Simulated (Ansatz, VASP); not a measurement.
# InAs: VASP beside Ansatz

One calculation is typed for both programs; each brings its own data sets. How far apart do they land? The cell is taken from a series of runs on this material, whose earlier steps may have relaxed, scaled, displaced or heated it; both programs get it as it stands.

Main program and level: Ansatz 0.2.0; plane waves, with VASP 6.6.1 beside it; zone-centre phonons at LDA.

## (1) Set-up

It takes space group F-43m (No. 216, cubic). Conventional cell: a = 5.818 Å, b = 5.818 Å, c = 5.818 Å, α = 90.00°, β = 90.00°, γ = 90.00°. Nearest to As lie 4 In at 2.52 Å. Nearest to In lie 4 As at 2.52 Å. Farther neighbours are not listed.

## (2) VASP: zone-centre phonons, LDA, pair 1

Second derivatives magnify differences that forces hide, and they need a tight electronic threshold.

Lines of VASP's logs that name or quote its potential files are left out, and so is its time.

INCAR

```
SYSTEM = InAs
PREC = Accurate
ENCUT = 500
EDIFF = 1E-08
NELM = 120
ISMEAR = 1
SIGMA = 0.2
LREAL = .FALSE.
ALGO = Normal
GGA = CA
NBANDS = 15
LORBIT = 11
LWAVE = .FALSE.
LCHARG = .FALSE.
ISIF = 2
IBRION = 8
LASPH = .TRUE.
GGA_COMPAT = .FALSE.
EFERMI = MIDGAP
KPAR = 2
```

POSCAR

```
InAs
1.0
    0.0000000000      2.9089342238      2.9089342238
    2.9089342238      0.0000000000      2.9089342238
    2.9089342238      2.9089342238      0.0000000000
As In
1 1
Direct
    0.7500000000      0.7500000000      0.7500000000
    0.0000000000      0.0000000000      0.0000000000
```

KPOINTS

```
Automatic mesh
0
Gamma
12 12 12
0 0 0
```

Potentials, in the order of the species: As and In_d (LDA family, release 64).

The run is started by

```console
$ mpirun -np 2 vasp_std
```

Numbers of over 12 decimals in the logs are rounded to 6 here.

What it wrote:

```text
[banner, memory and clock lines left out]
running    2 mpi-ranks, on    1 nodes
 distrk:  each k-point on    1 cores,    2 groups
 distr:  one band on    1 cores,    1 groups

 POSCAR found type information on POSCAR AsIn
 POSCAR found :  2 types and       2 ions
 LDA part: xc-table for (Slater(with rela. corr.)+CA(PZ))
 , standard interpolation
 POSCAR, INCAR and KPOINTS ok, starting setup
 FFT: planning ... GRIDC
 FFT: planning ... GRID_SOFT
 FFT: planning ... GRID
 WAVECAR not read
 entering main loop
       N       E                     dE             d eps       ncg     rms          rms(c)
DAV:   1     0.112764346742E+03    0.11276E+03   -0.83360E+03  2183   0.131E+03
DAV:   2    -0.173983270968E+01   -0.11450E+03   -0.11005E+03  2349   0.309E+02
DAV:   3    -0.907598329831E+01   -0.73362E+01   -0.72990E+01  2825   0.796E+01
DAV:   4    -0.925617831015E+01   -0.18020E+00   -0.18016E+00  2600   0.135E+01
DAV:   5    -0.926452860542E+01   -0.83503E-02   -0.83502E-02  3256   0.251E+00    0.574E+00
DAV:   6    -0.895102186163E+01    0.31351E+00   -0.40013E-01  3370   0.126E+01    0.315E+00
DAV:   7    -0.889914513788E+01    0.51877E-01   -0.14366E-01  3060   0.399E+00    0.698E-01
DAV:   8    -0.889581538940E+01    0.33297E-02   -0.16248E-02  2833   0.160E+00    0.332E-01
DAV:   9    -0.889563959480E+01    0.17579E-03   -0.98467E-04  2703   0.252E-01    0.216E-01
DAV:  10    -0.889564103051E+01   -0.14357E-05   -0.18163E-04  3004   0.282E-01    0.792E-02
DAV:  11    -0.889563824392E+01    0.27866E-05   -0.61237E-05  3448   0.161E-01    0.327E-02
DAV:  12    -0.889563601223E+01    0.22317E-05   -0.68972E-06  2937   0.358E-02    0.772E-03
DAV:  13    -0.889563609391E+01   -0.81674E-07   -0.84629E-07  2757   0.703E-03    0.161E-03
DAV:  14    -0.889563608174E+01    0.12164E-07   -0.47953E-08  2974   0.337E-03    0.513E-04
DAV:  15    -0.889563608126E+01    0.48726E-09   -0.36415E-09  1521   0.691E-04
   1 F= -.88956361E+01 E0= -.88957576E+01  d E =0.364469E-03
 Linear response reoptimize wavefunctions to high precision
DAV:   1    -0.889563608140E+01   -0.14529E-09   -0.12874E-09  1822   0.442E-04
DAV:   2    -0.889563608142E+01   -0.22737E-10   -0.27125E-10  1416   0.171E-04
 Linear response DOF=           2
 Linear response progress:
  Degree of freedom:   1/  2
       N       E                     dE             d eps       ncg     rms          rms(c)
RMM:   1    -0.478692424985E-01   -0.47869E-01    0.61453E-02 17700   0.176E+00
RMM:   2    -0.453308468194E-01    0.25384E-02    0.16032E-03 13321   0.666E-01    0.124E-01
RMM:   3    -0.461293151921E-01   -0.79847E-03   -0.22221E-03 15243   0.280E-01    0.534E-02
RMM:   4    -0.463319983280E-01   -0.20268E-03   -0.18260E-04 15535   0.921E-02    0.111E-02
RMM:   5    -0.463654456159E-01   -0.33447E-04   -0.26173E-05 16413   0.349E-02    0.564E-03
RMM:   6    -0.463480857467E-01    0.17360E-04   -0.38108E-06 15915   0.101E-02    0.162E-03
RMM:   7    -0.463481928098E-01   -0.10706E-06   -0.23034E-07 17148   0.303E-03    0.138E-03
RMM:   8    -0.463483004756E-01   -0.10767E-06   -0.43368E-08 16864   0.120E-03    0.989E-04
RMM:   9    -0.463486544903E-01   -0.35401E-06    0.33284E-09 15434   0.489E-04    0.108E-04
RMM:  10    -0.463488175275E-01   -0.16304E-06    0.10235E-07 16916   0.198E-04    0.111E-04
RMM:  11    -0.463488129593E-01    0.45682E-08   -0.34820E-08 17930   0.773E-05    0.549E-05
 first order change of Fermi-energy   0.29271E-03
 force on displaced ion       1 direction 1 : -10.164  -0.000  -0.000
 Linear response progress:
  Degree of freedom:   2/  2
       N       E                     dE             d eps       ncg     rms          rms(c)
RMM:   1    -0.234472872966E+00   -0.23447E+00   -0.48231E-02 11347   0.516E+00
RMM:   2    -0.237207921661E+00   -0.27350E-02   -0.16502E-02 14250   0.114E+00    0.864E-02
RMM:   3    -0.237246626732E+00   -0.38705E-04   -0.19356E-03 15382   0.358E-01    0.443E-02
RMM:   4    -0.237118772226E+00    0.12785E-03   -0.19801E-04 15748   0.120E-01    0.216E-02
RMM:   5    -0.237107388284E+00    0.11384E-04   -0.24659E-05 16505   0.441E-02    0.687E-03
RMM:   6    -0.237119074154E+00   -0.11686E-04   -0.86445E-06 16848   0.150E-02    0.203E-03
RMM:   7    -0.237128336482E+00   -0.92623E-05   -0.52943E-06 16150   0.458E-03    0.708E-04
RMM:   8    -0.237126077853E+00    0.22586E-05   -0.13219E-06 16641   0.194E-03    0.396E-04
RMM:   9    -0.237124463255E+00    0.16146E-05   -0.11547E-06 17065   0.863E-04    0.771E-05
RMM:  10    -0.237124497001E+00   -0.33747E-07   -0.47171E-07 17345   0.358E-04    0.895E-05
RMM:  11    -0.237124400352E+00    0.96649E-07    0.78504E-08 17465   0.172E-04    0.404E-05
RMM:  12    -0.237124481739E+00   -0.81387E-07    0.90940E-08 16537   0.989E-05    0.522E-05
RMM:  13    -0.237124440500E+00    0.41239E-07    0.20164E-07 17895   0.567E-05    0.927E-06
RMM:  14    -0.237124481203E+00   -0.40703E-07    0.86223E-08 16749   0.362E-05    0.142E-05
RMM:  15    -0.237124478295E+00    0.29074E-08    0.73581E-08 18393   0.234E-05    0.131E-05
 first order change of Fermi-energy  -0.36275E-04
 force on displaced ion       2 direction 1 : -10.199   0.000   0.000
 Linear response finished
```

From OUTCAR (step 2):

```text
ion  position               nearest neighbor table
   1  0.750  0.750  0.750-   2 2.52   2 2.52   2 2.52   2 2.52
   2  0.000  0.000  0.000-   1 2.52   1 2.52   1 2.52   1 2.52

  LATTYP: Found a face centered cubic cell.
 ALAT       =     5.8178684476

 Subroutine GETGRP returns: Found 24 space group operations
 (whereof 24 operations were pure point group operations)

The static configuration has the point symmetry T_d .

 Found     72 irreducible k-points:

   k-points           NKPTS =     72   k-points in BZ     NKDIM =     72   number of bands    NBANDS=     15

   dimension x,y,z NGX =    30 NGY =   30 NGZ =   30
   dimension x,y,z NGXF=    60 NGYF=   60 NGZF=   60

   ENCUT  =  500.0 eV  36.75 Ry    6.06 a.u.   7.50  7.50  7.50*2*pi/ulx,y,z

   NELECT =      18.0000    total number of electrons

 k-points in reciprocal lattice and weights: Automatic mesh
   0.00000000  0.00000000  0.00000000       0.001
   0.08333333  0.00000000  0.00000000       0.005
   0.16666667  0.00000000  0.00000000       0.005
   0.25000000  0.00000000  0.00000000       0.005
   0.33333333  0.00000000  0.00000000       0.005
   0.41666667  0.00000000  0.00000000       0.005
   0.50000000  0.00000000  0.00000000       0.002
   0.08333333  0.08333333  0.00000000       0.003
   0.16666667  0.08333333  0.00000000       0.014
[...]
-0.33333333  0.50000000  0.16666667       0.007
  -0.25000000  0.50000000  0.25000000       0.003

 average (electrostatic) potential at core
       1 -51.9791       2 -95.0440

  Total        2.5777702      2.5777702      2.5777702      0.0000000      0.0000000     -0.0000000
  in kB       83.8924892     83.8924892     83.8924892      0.0000000      0.0000000     -0.0000000
  external PRESSURE =      83.8924892 kB  Pullay stress =       0.0000000 kB

  energy-cutoff  :      500.00
  volume of cell :       49.23
      direct lattice vectors                 reciprocal lattice vectors
     0.000000000  2.908934224  2.908934224    -0.171884258  0.171884258  0.171884258
     2.908934224  0.000000000  2.908934224     0.171884258 -0.171884258  0.171884258
     2.908934224  2.908934224  0.000000000     0.171884258  0.171884258 -0.171884258

 POSITION                                       TOTAL-FORCE (eV/Angst)
 -----------------------------------------------------------------------------------
      4.36340      4.36340      4.36340         0.000000      0.000000      0.000000
      0.00000      0.00000      0.00000        -0.000000     -0.000000     -0.000000
 -----------------------------------------------------------------------------------
    total drift:                               -0.000000     -0.000000     -0.000000

 Eigenvectors and eigenvalues of the dynamical matrix
 ----------------------------------------------------

   1 f  =    7.407046 THz    46.539843 2PiTHz  247.072462 cm-1    30.633067 meV
             X         Y         Z           dx          dy          dz
      4.363401  4.363401  4.363401    -0.777372    0.000000    0.000000
      0.000000  0.000000  0.000000     0.629041    0.000000    0.000000

   2 f  =    7.407046 THz    46.539843 2PiTHz  247.072462 cm-1    30.633067 meV
             X         Y         Z           dx          dy          dz
      4.363401  4.363401  4.363401     0.000000   -0.777372   -0.000000
      0.000000  0.000000  0.000000     0.000000    0.629041    0.000000

   3 f  =    7.407046 THz    46.539843 2PiTHz  247.072462 cm-1    30.633067 meV
             X         Y         Z           dx          dy          dz
      4.363401  4.363401  4.363401     0.000000   -0.000000    0.777372
      0.000000  0.000000  0.000000     0.000000   -0.000000   -0.629041

   4 f/i=    0.006287 THz     0.039505 2PiTHz    0.209728 cm-1     0.026003 meV
             X         Y         Z           dx          dy          dz
      4.363401  4.363401  4.363401     0.000000   -0.435424   -0.453980
      0.000000  0.000000  0.000000     0.000000   -0.538100   -0.561031

   5 f/i=    0.006287 THz     0.039505 2PiTHz    0.209728 cm-1     0.026003 meV
             X         Y         Z           dx          dy          dz
      4.363401  4.363401  4.363401    -0.629041    0.000000    0.000000
      0.000000  0.000000  0.000000    -0.777372    0.000000    0.000000

   6 f/i=    0.006287 THz     0.039505 2PiTHz    0.209728 cm-1     0.026003 meV
             X         Y         Z           dx          dy          dz
      4.363401  4.363401  4.363401     0.000000   -0.453980    0.435424
      0.000000  0.000000  0.000000     0.000000   -0.561031    0.538100

 ELASTIC MODULI CONTR FROM IONIC RELAXATION (kBar)
 Direction    XX          YY          ZZ          XY          YZ          ZX
 --------------------------------------------------------------------------------
 XX          -0.0000      0.0000      0.0000     -0.0000      0.0000     -0.0000
 YY           0.0000     -0.0000      0.0000     -0.0000     -0.0000      0.0000
 ZZ           0.0000      0.0000     -0.0000      0.0000     -0.0000     -0.0000
 XY          -0.0000     -0.0000      0.0000   -497.9907      0.0000      0.0000
 YZ           0.0000     -0.0000     -0.0000      0.0000   -497.9907      0.0000
 ZX          -0.0000      0.0000     -0.0000      0.0000      0.0000   -497.9907
 --------------------------------------------------------------------------------
```

The gap is under twice the smearing width, so the edge states are partly filled and the run can't tell a small gap from a semimetal. Methfessel-Paxton smearing is not meant for a cell with a gap.

## (3) Ansatz: zone-centre phonons, LDA, pair 1

Ansatz runs on its PAW soft_1 files.

The same cell, functional (in two slightly different forms), mesh and smearing now go to Ansatz, which takes its cutoff from its data sets.

input.yaml

```yaml
crystal:
  lattice:
    - [0.0, 2.9089342238, 2.9089342238]
    - [2.9089342238, 0.0, 2.9089342238]
    - [2.9089342238, 2.9089342238, 0.0]
  atoms:
    - { symbol: As, position: [0.75, 0.75, 0.75] }
    - { symbol: In, position: [0.0, 0.0, 0.0] }
kpoints:
  mp_grid: { grid: [12, 12, 12] }
hamiltonian:
  xc: lda
  pseudopotentials: { kind: paw, azcp: { folder: soft_1 }, xc_functional: pbe }
scf:
  occupations: { method: methfessel_paxton, width: 0.2 }
output:
  eigenvalues: true
phonons:
  method: dfpt
```

The run is started by

```console
$ ansatz run input.yaml --threads 4 --pin off --max-ram 10240MiB --backend cpu --events-out ev --progress --plain --runs-dir out
```

What it wrote:

```text
zone centre: on kpoints.mp_grid the ground state, and the responses unless they are solved on pairs of k-points, stand on 163 of the mesh's 1728 k-points, reduced under 8 symmetry operations, with k and −k counted as one. Each operation leaves every solved displacement unchanged or reverses it
Engine: ansatz 0.2.0, aarch64-unknown-linux-gnu
Pseudopotentials: kind: paw
Pseudopotential: As, paw, valence charge 15, recommended cutoff 420 eV (normal), soft_1/As.paw.azcp
Pseudopotential: In, paw, valence charge 13, recommended cutoff 420 eV (normal), soft_1/In.paw.azcp
Functional definition: SPW92
  exchange = slater_x
  correlation = pw_c
Crystal: 2 atoms, lattice volume = 49.230 Å³
Basis set: ecut = 420 eV, 941 PW (Γ), exchange–correlation on 60×60×60 points (8 copies of the dense FFT grid, shifted against one another)
Bands: 18, of which v1, the nominal top of the filled ones, is band 14 counted from 1 (13 counted from 0)
Symmetry: 24 space group operations
k-points: 163 of 1728 (irreducible under 8 space group operations, time reversal used)
Non-local potential: As, projectors of the file, l = 0: 2, l = 1: 2, l = 2: 3, l = 3: 1
Non-local potential: In, projectors of the file, l = 0: 2, l = 1: 2, l = 2: 2, l = 3: 1
PAW form: soft (Blöchl's): semilocal exchange-correlation on the pseudo side does not see the compensation charge
PAW frozen core: As, regenerated for the run's functional, and the local potential with it (the file was generated under x = pbe(κ = 0.804, μ = 0.219515), c = pbe(β = 0.066725))
PAW frozen core: In, regenerated for the run's functional, and the local potential with it (the file was generated under x = pbe(κ = 0.804, μ = 0.219515), c = pbe(β = 0.066725))
PAW one-centre angular grid: As, 590 points (default); XC on 64 Gauss nodes
PAW one-centre angular grid: In, 590 points (default); XC on 64 Gauss nodes
Initial density: superposition of atomic densities (chi_scale 0.1, normalization cell, long waves kept (reshape's long-wave potential 0.00 eV rms))
Initial wavefunctions: pseudopotential atomic-orbital guess
Functional: x = slater, c = lda
SCF iter   1: F=—  HF=-10231.327520 eV  |F-HF|=—  |Δ(HF+E_count)|=         —  Δρ=3.20e-2  dr2=4.53e-1  ethr=3.10e-3  ⟨swp⟩=5.6  Hψ=14829  notcnv=0
preconditioner: auto → none  [insulator: Δε(μ)=0.332 eV  Ē_g=15.199 eV  σ=0.200 eV  W_gap=0.80  n_scr=14 (ndim 8)  ℏωp=22.5 eV  f_vac=0.000  D(μ)=0.03/eV (n_scr^D=0)  ε∞_Penn≈3.2]
SCF iter   2: F=—  HF=-10231.195628 eV  |F-HF|=—  |Δ(HF+E_count)|=   1.32e-1  S|Δr|=    0.00e0  Δρ=1.41e-2  dr2=6.93e-2  ethr=1.62e-3  ⟨swp⟩=2.0  Hψ=4887  notcnv=0
SCF iter   3: F=—  HF=-10231.180522 eV  |F-HF|=—  |Δ(HF+E_count)|=   1.51e-2  S|Δr|=    0.00e0  Δρ=2.85e-3  dr2=7.49e-3  ethr=2.47e-4  ⟨swp⟩=2.0  Hψ=5875  notcnv=0
SCF iter   4: F=—  HF=-10231.176918 eV  |F-HF|=—  |Δ(HF+E_count)|=   3.60e-3  S|Δr|=    0.00e0  Δρ=8.05e-4  dr2=1.38e-4  ethr=2.68e-5  ⟨swp⟩=2.0  Hψ=5216  notcnv=0
SCF iter   5: F=—  HF=-10231.176961 eV  |F-HF|=—  |Δ(HF+E_count)|=   4.32e-5  S|Δr|=    0.00e0  Δρ=1.81e-4  dr2=5.27e-6  ethr=4.92e-7  ⟨swp⟩=3.0  Hψ=5302  notcnv=0
SCF iter   6: F=—  HF=-10231.176971 eV  |F-HF|=—  |Δ(HF+E_count)|=   9.81e-6  S|Δr|=    0.00e0  Δρ=3.99e-5  dr2=6.42e-7  ethr=1.88e-8  ⟨swp⟩=2.0  Hψ=5213  notcnv=0
SCF iter   7: F=—  HF=-10231.176969 eV  |F-HF|=—  |Δ(HF+E_count)|=   1.58e-6  S|Δr|=    0.00e0  Δρ=6.57e-6  dr2=1.00e-8  ethr=2.29e-9  ⟨swp⟩=2.0  Hψ=5217  notcnv=0
SCF iter   8: F=—  HF=-10231.176969 eV  |F-HF|=—  |Δ(HF+E_count)|=   8.34e-9  S|Δr|=    0.00e0  Δρ=7.89e-7  dr2=1.14e-10  ethr=3.58e-11  ⟨swp⟩=2.0  Hψ=5088  notcnv=0
SCF iter   9: F=-10231.176969 eV  HF=-10231.176969 eV  |F-HF|=3.64e-12  |Δ(HF+E_count)|=  8.19e-11  S|Δr|=    0.00e0  Δρ=5.64e-8  dr2=4.66e-13  ethr=1.00e-12  ⟨swp⟩=6.0  Hψ=13553  notcnv=0
SCF 1 converged in 9 iterations: F = -10231.176969 eV  dr2 = 4.66e-13
  greatest PAW one-centre occupation: 0.999 electrons in one spin orbital (limit 2), on the As atom at site 0 (counted from 0), in its partial waves of l = 2
DFPT response loops at Γ: preconditioner auto → Kerker (q_TF=auto, 2.483 Å⁻¹) (partly filled bands, converged f_vac=0.056); β = 1.00, the filter's whole step (`scf.mixing.beta` (0.50) is not read by the response loops under this deck's `scf.mixing.preconditioner`; to damp them name `kerker` or `kerker_dos`, under which they read `scf.mixing.beta`, and type it under 1.00, their step now; both keys bind the ground state too); Broyden in place of MSR1
SCF converged after 9 iterations
Stability not checked: this state was not tested for a lower state beside it, because cold or Methfessel-Paxton smearing, or corrected tetrahedra, fill the levels in a way that the test cannot read (fill_not_monotonic; see scf.lower_state_search)
Free energy (F): -10231.176969 eV
Harris-Foulkes:  -10231.176969 eV  (|F-HF|=3.64e-12)
Internal energy: -10231.177310 eV  (E = F + TS)
E sigma→0 (E₀):  -10231.177055 eV
Entropy (-TS):   0.000341 eV (0.170 meV/atom)
Fermi energy:    9.057599 eV
Step filling:    the computed levels leave a gap of 0.1510 eV = 0.8 smearing widths at the electron count; against every level under it full and every level over it empty, smearing changes F+E_penalty+E_count by +0.189 meV and its σ→0 estimate by +0.104 meV
--- Per-component energies (eV) ---
  E_band       = -289.009001
  E_kinetic    = 322.358217
  E_local      = -3328.165664  (includes V_loc(G=0)·N_el)
  E_nonlocal   = -59.295597
  E_hartree    = 1670.337757
  E_xc         = -214.076218
  E_vxc        = -166.909766  (∫ρ·V_xc dr)
  E_paw        = -6002.120449  (= ΣΔE_a)
  E_vpaw       = -397.671716  (= ΣTr[D̂ρ^β])
  E_aug_tail   = 0.000042  (compensation charges beyond the density's cutoff)
  E_ewald      = -2622.575162
  E_core_change = 2.359764  (= ΣΔE_core)
  E_smearing   = 0.000341  (= −TS)
  E_closure    = 0.000000  (closes the sum)
  Σ components = -10231.176969   (vs F -10231.176969, Δ=0.00e0)
--- Band table (eV; the first three rows and the last of 163) ---
  k-point 0: bands = [... 10 lower, -3.7601, 8.9973, 8.9973, 8.9973, 9.1483, 12.8694, 12.8694, 12.8694]
  k-point 1: bands = [... 10 lower, -3.6687, 7.7663, 8.8837, 8.8837, 10.0514, 12.9352, 13.0286, 13.0286]
  k-point 2: bands = [... 10 lower, -3.4067, 6.3560, 8.6125, 8.6125, 10.4313, 13.3832, 13.3832, 13.4331]
  k-point 162: bands = [... 10 lower, -1.1229, 2.7072, 5.4965, 5.5424, 13.2432, 13.6084, 14.1787, 15.0265]
--- Phonons (Γ-DFPT): 2 representative perturbations + reference, on 163 of 1728 k-points (Σ response iterations 6) ---
  k mesh reduced under 8 symmetry operations, with k and −k counted as one. Each operation leaves every solved displacement unchanged or reverses it
  ASR residual: 3.179e-5 → 0.000e0 eV/Å²; symmetrization residual: 2.163e-5 eV/Å²
  ASR residual per site (eV/Å²): 3.18e-5 1.26e-5
  Γ frequencies (cm⁻¹): 0.00 0.00 0.00 246.02 246.02 246.02
  non-analytic LO–TO correction: not included (Born effective charges unavailable; polar crystals: no LO–TO splitting at Γ)
```

## (4) Comparison

Known differences besides the potentials themselves: the two LDA forms differ slightly; the data sets hold 28 valence electrons in Ansatz (on its PAW soft_1 files) and 18 in VASP; the cutoff is 420 eV in Ansatz and 500 eV in VASP; VASP's log shows a relativistic correction to its local exchange, Ansatz's none. Total energies have different zeros and are not compared.

Compared:

```
                  quantity  Ansatz   VASP  difference
optical mode 1 to 3 (cm⁻¹)   246.0  247.1     -0.43 %
```

Modes are paired by rising frequency, not by their patterns, so a pair may set unlike modes beside each other; they are those without the splitting of longitudinal modes.

(Continued in part 2 of 2.)

[Lines on the potential files, build, host, timing and source positions are cut from VASP's logs without a mark.]

[Logs are printed without paths, hosts, clocks, repeated set-up lines and the standing remarks that a program may print on its own settings, such as how far it seeks lower states.]

[Hosts, paths, dates, database ids (printed as entryN), source tags and the programs' standing remarks are cut or masked in the printed files.]
